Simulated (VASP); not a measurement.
The system is Ca2TaO4.

```
CELL_PARAMETERS angstrom
-3.04926 3.04926 2.44650
3.04926 -3.04926 2.44650
3.04926 3.04926 -2.44650
ATOMIC_POSITIONS crystal
Ca 0.75000 0.25000 0.50000
Ca 0.25000 0.75000 0.50000
Ta 0.00000 0.00000 0.00000
O 0.30306 0.30306 0.60612
O 0.69694 0.69694 0.39388
O 0.30306 0.69694 0.00000
O 0.69694 0.30306 0.00000
```

The cell was built by a generator and needn't be a form met in nature.

| Quantity | Value |
| --- | --- |
| Program | VASP 6.6.1 |
| Task | relaxation of cell and atoms |
| Functional | PBE |
| Potentials or basis | VASP PAW PBE potentials, release 64 (Ca_sv, Ta_pv, O) |
| Cutoff | 520 eV |
| k mesh | 4 × 4 × 4 |
| Occupations | gaussian, width 0.15 eV |
| Spin | no spin polarisation |

At the start: pressure -12.8 GPa; volume 13.00 Å³/atom.

How do energy, volume and symmetry change on relaxing?

Over 18 steps the energy falls by 1562.6 meV/atom and the volume is 14.72 Å³/atom (+13.3 %); space group I4/mmm (No. 139, to 0.05 Å).

Step by step:
```tsv
step	energy change (eV)	largest force (eV/Å)	pressure (GPa)	volume (Å³)
1	0.0000	2.9618	-12.78	90.99
2	-4.1018	4.4925	12.97	77.51
3	-3.8392	1.9453	77.19	66.64
4	-4.7422	4.1755	32.86	72.65
5	-4.7366	3.7537	44.04	70.74
6	-5.8542	2.1972	55.52	71.07
7	-5.9851	0.6767	69.41	71.25
8	-7.9733	2.1312	49.61	78.39
9	-8.9999	4.2937	33.19	88.69
10	-10.5004	0.0245	8.33	95.11
11	-10.5961	1.2258	0.91	97.77
12	-10.5972	1.1372	1.67	97.54
13	-10.6643	1.0362	1.38	98.14
14	-10.8199	0.7470	0.44	99.93
15	-10.9359	0.1547	-0.83	103.49
16	-10.9361	0.1878	-0.58	103.31
17	-10.9371	0.1224	0.90	102.89
18	-10.9384	0.0096	0.05	103.07
```

Final structure:
```cif
data_structure
_symmetry_space_group_name_H-M 'P 1'
_symmetry_Int_Tables_number 1
_cell_length_a 5.1180
_cell_length_b 5.1180
_cell_length_c 5.1180
_cell_angle_alpha 110.668
_cell_angle_beta 110.668
_cell_angle_gamma 107.104
_cell_volume 103.07
loop_
_atom_site_label
_atom_site_type_symbol
_atom_site_fract_x
_atom_site_fract_y
_atom_site_fract_z
_atom_site_occupancy
Ca1 Ca 0.75000 0.25000 0.50000 1
Ca2 Ca 0.25000 0.75000 0.50000 1
Ta1 Ta 0.00000 0.00000 0.00000 1
O1 O 0.23526 0.23526 0.47052 1
O2 O 0.76474 0.76474 0.52948 1
O3 O 0.23526 0.76474 0.00000 1
O4 O 0.76474 0.23526 0.00000 1
```

Caveat: the k mesh is coarse (spacing up to 0.41 Å⁻¹), so the values aren't converged; an odd number of electrons without spin polarisation forces a metal; a magnetic or distorted state may lie lower.
